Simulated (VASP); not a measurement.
# TiAl15N16 (a cell with a defect) in VASP: single point with PBEsol+U

Aim: the single point of TiAl15N16 (a cell with a defect) with PBEsol+U.

All numbers are computed with VASP 6.6.1; they aren't measurements. Logs are shortened: lines on timing, memory, paths and dates and some standing lists are left out, and cuts for length are marked.

## (1) The crystal as given

The cell holds a defect, 32 atoms: a = 6.220 Å, b = 6.220 Å, c = 9.960 Å, α = 90.00°, β = 90.00°, γ = 120.00°.

## (2) Single point, PBEsol+U

Contents of INCAR:

```
  ALGO = Normal
  EDIFF = 1E-5
  ENCUT = 450
  GGA = PS
  ISIF = 2
  ISMEAR = 0
  KPAR = 4
  LASPH = True
  LCHARG = False
  LDAU = True
  LDAUJ = 0 0 0
  LDAUL = 2 -1 -1
  LDAUPRINT = 1
  LDAUTYPE = 2
  LDAUU = 3 0 0
  LMAXMIX = 4
  LORBIT = 11
  LREAL = Auto
  LWAVE = False
  NBANDS = 90
  NELM = 120
  PREC = Accurate
  SIGMA = 0.03
```

Contents of KPOINTS:

```
k-points
0
Gamma
  3 3 2
```

Contents of POSCAR:

```
TiAl15N16
1.0
    6.2200008610      0.0000000000      0.0000000000
   -3.1100004305      5.3866787572      0.0000000000
    0.0000000000      0.0000000000      9.9600000000
Ti Al N
1 15 16
Direct
    0.3333333333      0.1666666667      0.0000000000
    0.3333333333      0.1666666667      0.5000000000
    0.3333333333      0.6666666667      0.0000000000
    0.3333333333      0.6666666667      0.5000000000
    0.8333333333      0.1666666667      0.0000000000
    0.8333333333      0.1666666667      0.5000000000
    0.8333333333      0.6666666667      0.0000000000
    0.8333333333      0.6666666667      0.5000000000
    0.1666666667      0.3333333333      0.2500000000
    0.1666666667      0.3333333333      0.7500000000
    0.1666666667      0.8333333333      0.2500000000
    0.1666666667      0.8333333333      0.7500000000
    0.6666666667      0.3333333333      0.2500000000
    0.6666666667      0.3333333333      0.7500000000
    0.6666666667      0.8333333333      0.2500000000
    0.6666666667      0.8333333333      0.7500000000
    0.3333333333      0.1666666667      0.1910000000
    0.3333333333      0.1666666667      0.6910000000
    0.3333333333      0.6666666667      0.1910000000
    0.3333333333      0.6666666667      0.6910000000
    0.8333333333      0.1666666667      0.1910000000
    0.8333333333      0.1666666667      0.6910000000
    0.8333333333      0.6666666667      0.1910000000
    0.8333333333      0.6666666667      0.6910000000
    0.1666666667      0.3333333333      0.4410000000
    0.1666666667      0.3333333333      0.9410000000
    0.1666666667      0.8333333333      0.4410000000
    0.1666666667      0.8333333333      0.9410000000
    0.6666666667      0.3333333333      0.4410000000
    0.6666666667      0.3333333333      0.9410000000
    0.6666666667      0.8333333333      0.4410000000
    0.6666666667      0.8333333333      0.9410000000
```

Potentials or basis: VASP PAW PBE potentials, release 64 (Ti_sv, Al, N).

Launch:

```
> cat potpaw_PBE.64/Ti_sv/POTCAR potpaw_PBE.64/Al/POTCAR potpaw_PBE.64/N/POTCAR > POTCAR
> mpirun -np 4 vasp_std > vasp.out
```

OUTCAR:

```text
EDIFF = 1E-5
   ENCUT = 450
   GGA = PS
   ISIF = 2
   ISMEAR = 0
   LASPH = True
   LORBIT = 11
   LREAL = Auto
   NELM = 120
   PREC = Accurate

 ion  position               nearest neighbor table
   1  0.333  0.167  0.000-  26 1.89  30 1.89  28 1.89  17 1.90   9 3.07  10 3.07  13 3.07  14 3.07
                            11 3.07  12 3.07   5 3.11   5 3.11   7 3.11   3 3.11   3 3.11   7 3.11
   2  0.333  0.167  0.500-  25 1.89  29 1.89  27 1.89  18 1.90   9 3.07  10 3.07  13 3.07  14 3.07
                            11 3.07  12 3.07   6 3.11   6 3.11   8 3.11   4 3.11   4 3.11   8 3.11
   3  0.333  0.667  0.000-  28 1.89  32 1.89  26 1.89  19 1.90  11 3.07  12 3.07  15 3.07  16 3.07
                             9 3.07  10 3.07   7 3.11   7 3.11   1 3.11   1 3.11   5 3.11   5 3.11
   4  0.333  0.667  0.500-  27 1.89  31 1.89  25 1.89  20 1.90  11 3.07  12 3.07  15 3.07  16 3.07
                             9 3.07  10 3.07   8 3.11   8 3.11   2 3.11   2 3.11   6 3.11   6 3.11
   5  0.833  0.167  0.000-  30 1.89  26 1.89  32 1.89  21 1.90  13 3.07  14 3.07   9 3.07  10 3.07
                            15 3.07  16 3.07   1 3.11   1 3.11   7 3.11   7 3.11   3 3.11   3 3.11
   6  0.833  0.167  0.500-  29 1.89  25 1.89  31 1.89  22 1.90  13 3.07  14 3.07   9 3.07  10 3.07
                            15 3.07  16 3.07   2 3.11   2 3.11   8 3.11   8 3.11   4 3.11   4 3.11
   7  0.833  0.667  0.000-  32 1.89  28 1.89  30 1.89  23 1.90  15 3.07  16 3.07  11 3.07  12 3.07
                            13 3.07  14 3.07   3 3.11   3 3.11   5 3.11   5 3.11   1 3.11   1 3.11
   8  0.833  0.667  0.500-  31 1.89  27 1.89  29 1.89  24 1.90  15 3.07  16 3.07  11 3.07  12 3.07
                            13 3.07  14 3.07   4 3.11   4 3.11   6 3.11   6 3.11   2 3.11   2 3.11
   9  0.167  0.333  0.250-  17 1.89  21 1.89  19 1.89  25 1.90   1 3.07   2 3.07   5 3.07   6 3.07
[... 17 lines left out ...]
  19  0.333  0.667  0.191-  11 1.89  15 1.89   9 1.89   3 1.90
  20  0.333  0.667  0.691-  12 1.89  16 1.89  10 1.89   4 1.90
  21  0.833  0.167  0.191-  13 1.89   9 1.89  15 1.89   5 1.90
  22  0.833  0.167  0.691-  14 1.89  10 1.89  16 1.89   6 1.90
[... 8 lines left out ...]
  31  0.667  0.833  0.441-   8 1.89   4 1.89   6 1.89  15 1.90
  32  0.667  0.833  0.941-   7 1.89   3 1.89   5 1.89  16 1.90

  LATTYP: Found a hexagonal cell.
 ALAT       =     6.2200008610
 C/A-ratio  =     1.6012859520

  Lattice vectors:

 A1 = (   6.2200008610,   0.0000000000,   0.0000000000)
 A2 = (  -3.1100004305,   5.3866787572,   0.0000000000)
 A3 = (   0.0000000000,   0.0000000000,   9.9600000000)

Analysis of symmetry for initial positions (statically):
=====================================================================
 Subroutine PRICEL returns:
 Original cell was already a primitive cell.

 Routine SETGRP: Setting up the symmetry group for a
 hexagonal supercell.

 Subroutine GETGRP returns: Found  6 space group operations
 (whereof  2 operations were pure point group operations)
[... 232 lines left out ...]
  o =  0.2649  v =  0.0000  0.7679 -0.0000  0.0000 -0.6406  0.0000  0.0000  0.0000  0.0000  0.0000      0.0000  0.0000  0.0000  0.0000  0.0000  0.0000  0.0000  0.0000  0.0000  0.0000
  o =  0.2649  v =  0.0000  0.0000  0.0000  0.0000  0.0000  0.0000  0.7679 -0.0000  0.0000 -0.6406      0.0000  0.0000  0.0000  0.0000  0.0000  0.0000  0.0000  0.0000  0.0000  0.0000

 number of electron     136.9999978 magnetization

 Free energy of the ion-electron system (eV)
  ---------------------------------------------------
  ext. energy  EPLUGINS =         0.00000000
  ---------------------------------------------------
  free energy    TOTEN  =      -250.21403686 eV

  energy without entropy =     -250.20457628  energy(sigma->0) =     -250.20930657

 E-fermi :  10.3656     XC(G=0): -11.2036

 val. band max:       10.3353779072   @ k =   0.0000   0.0000   0.5000
 cond. band min:      10.3793774048   @ k =   0.3333   0.0000   0.0000
 fundamental gap:      0.0439994975
 Fermi energy:        10.3655854964

 k-point     1 :       0.0000    0.0000    0.0000
  band No.  band energies     occupation
      1     -48.8414      2.00000
      2     -25.3982      2.00000
      3     -25.3982      2.00000
      4     -25.2184      2.00000
      5      -8.9600      2.00000
      6      -8.0807      2.00000
[... 487 lines left out ...]
     79      12.8325      0.00000
     80      12.8979      0.00000
 [bands above 80 left out]

------------------------ aborting loop because EDIFF is reached ----------------------------------------

  FORCE on cell =-STRESS in cart. coord.  units (eV):
  Direction    XX          YY          ZZ          XY          YZ          ZX
  --------------------------------------------------------------------------------------
  -------------------------------------------------------------------------------------
  Total        7.3457903      7.3457903      7.1762437     -0.0000000      0.0000000     -0.0000000
  in kB       35.2677903     35.2677903     34.4537818     -0.0000000      0.0000000     -0.0000000
  external PRESSURE =      34.9964542 kB  Pullay stress =       0.0000000 kB

 VOLUME and BASIS-vectors are now :
 -----------------------------------------------------------------------------
  energy-cutoff  :      450.00
  volume of cell :      333.71
      direct lattice vectors                 reciprocal lattice vectors
     6.220000861  0.000000000  0.000000000     0.160771682  0.092821574  0.000000000
    -3.110000430  5.386678757  0.000000000     0.000000000  0.185643148  0.000000000
     0.000000000  0.000000000  9.960000000     0.000000000  0.000000000  0.100401606

 POSITION                                       TOTAL-FORCE (eV/Angst)
 -----------------------------------------------------------------------------------
      1.55500      0.89778      0.00000         0.000000      0.000000     -0.848724
      1.55500      0.89778      4.98000         0.000000      0.000000     -0.164526
     -0.00000      3.59112      0.00000        -0.040735     -0.023518      0.350632
     -0.00000      3.59112      4.98000         0.001047      0.000604     -0.073874
      4.66500      0.89778      0.00000         0.000000      0.047036      0.350632
      4.66500      0.89778      4.98000         0.000000     -0.001209     -0.073874
[... 24 lines left out ...]
      1.55500      4.48890      4.39236         0.000000      0.000000      0.053120
      1.55500      4.48890      9.37236         0.000000      0.000000     -0.132743
 -----------------------------------------------------------------------------------
    total drift:                               -0.000003      0.000003      0.029017

  FREE ENERGIE OF THE ION-ELECTRON SYSTEM (eV)
  ---------------------------------------------------
  free  energy   TOTEN  =      -250.2140368565 eV

  energy  without entropy=     -250.2045762846  energy(sigma->0) =     -250.20930657

 total charge

# of ion       s       p       d       tot
------------------------------------------
    1        2.287   6.301   2.054  10.642
    2        0.370   0.443   0.000   0.812
    3        0.367   0.442   0.000   0.809
    4        0.370   0.443   0.000   0.812
    5        0.367   0.442   0.000   0.809
    6        0.370   0.443   0.000   0.812
[... 24 lines left out ...]
   31        1.226   2.611   0.000   3.837
   32        1.227   2.610   0.000   3.837
--------------------------------------------------
tot         27.497  54.689   2.054  84.240
```

stdout:

```text
POSCAR found type information on POSCAR TiAlN
 POSCAR found :  3 types and      32 ions
 scaLAPACK will be used
 -----------------------------------------------------------------------------
|                                                                             |
|                                                                             |
|     You enforced a specific xc type in the INCAR file but a different       |
|     I HOPE YOU KNOW WHAT YOU ARE DOING!                                     |
|                                                                             |
 -----------------------------------------------------------------------------

 LDA part: xc-table for (Slater+PW92), standard interpolation
 POSCAR, INCAR and KPOINTS ok, starting setup
 FFT: planning ... GRIDC
 FFT: planning ... GRID_SOFT
 FFT: planning ... GRID
 WAVECAR not read
 entering main loop
```

Wall time 2 min (4 MPI ranks of Intel Xeon Platinum 8488C (Sapphire Rapids), shared host); peak memory 0.43 GiB.

What came out:

```yaml
Free_energy: -250.2140 eV
Largest_force: 1.945 eV/Å
Band_gap_on_the_k_mesh: none (metal or under the smearing width)
Valence_electrons_inside_the_program's_atomic_spheres: Ti 10.64; Al 0.81; N 3.85, 3.84, 3.83
```

Forces in eV/Å, atoms in the order of the input:
```
Ti   0.000  0.000 -0.849
Al   0.000  0.000 -0.165
Al  -0.041 -0.024  0.351
Al   0.001  0.001 -0.074
Al   0.000  0.047  0.351
Al   0.000 -0.001 -0.074
Al   0.041 -0.024  0.351
Al  -0.001  0.001 -0.074
Al  -0.180  0.104  0.197
Al  -0.107  0.062 -0.296
Al   0.000 -0.208  0.197
Al   0.000 -0.123 -0.296
Al   0.180  0.104  0.197
Al   0.107  0.062 -0.296
Al   0.000  0.000  0.090
Al   0.000  0.000 -0.115
N    0.000  0.000  1.945
N    0.000  0.000  0.210
N   -0.010 -0.006 -0.112
N    0.011  0.006  0.160
N    0.000  0.011 -0.112
N    0.000 -0.013  0.160
N    0.010 -0.006 -0.112
N   -0.011  0.006  0.160
N    0.003 -0.002  0.046
N   -1.434  0.828 -0.617
N    0.000  0.003  0.046
N    0.000 -1.656 -0.617
N   -0.003 -0.002  0.046
N    1.434  0.828 -0.617
N    0.000  0.000  0.053
N    0.000  0.000 -0.133
```

Eigenvalues of the final occupation matrices:
| site | spin | trace | eigenvalues |
| --- | --- | --- | --- |
| site 1 d | 1 | 1.04 | 0.14 0.14 0.24 0.26 0.26 |
| site 1 d | 2 | 1.04 | 0.14 0.14 0.24 0.26 0.26 |

Caveat: the k mesh is coarse (spacing up to 0.39 Å⁻¹), so the values aren't converged; the cutoff is under 1.25 times the usual one of these potentials, so pressure, stress and relaxed cells hold a basis-set (Pulay) error; the PAW data sets were made with another functional, which shifts forces and pressure a little; U without spin polarisation on a metal has little footing.
